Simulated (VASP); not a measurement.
A convergence study with VASP on WSe$_{2}$ (2H layered): one setting is varied, all else stays as given below, so the limit is that of these other settings.

```xyz
6
Lattice="1.6400 -2.8406 0.0000 1.6400 2.8406 0.0000 0.0000 0.0000 12.9600" Properties=species:S:1:pos:R:3 pbc="T T T"
W      1.6400     0.9469     3.2400
W      1.6400    -0.9469     9.7200
Se     1.6400     0.9469    11.3918
Se     1.6400    -0.9469     4.9118
Se     1.6400    -0.9469     1.5682
Se     1.6400     0.9469     8.0482
```

The numbers are results of PBE GGA, VASP's PBE PAW potentials (set 64) (plane waves; VASP 6.6.1), not measurements. The tightest run used: 550 eV cut-off, 17×17×4 Γ-centred mesh, Gaussian smearing of 0.050 eV, potentials W_sv Se.

| setting | E (eV/atom) | pressure (GPa) | largest force (eV/Å) | irreducible k-points |
|---|---|---|---|---|
| 1×1×1 mesh | -3.7444 | 28.54 | 3.445 | 1 |
| 2×2×1 mesh | -6.8141 | 7.76 | 0.482 | 2 |
| 3×3×1 mesh | -7.1632 | 5.23 | 0.005 | 3 |
| 5×5×1 mesh | -7.1769 | 5.22 | 0.270 | 5 |
| 6×6×1 mesh | -7.1765 | 5.21 | 0.277 | 7 |

Problem. These are the cheaper rows. Estimate the results at 17×17×4 mesh, and how far the last row shown lies from them.

Solution. 
```csv
quantity,tightest run,last row shown is off by
E (eV/atom),-7.1845,0.0080
pressure (GPa),5.04,0.17
largest force (eV/Å),0.307,-0.030
```

Left out are rungs that failed or repeat a setting and relaxations that didn't move; long series are thinned to 24 rows.

The compound is WSe2 in the 2H layered structure. The cell was not relaxed at this level, forces remain on its atoms.
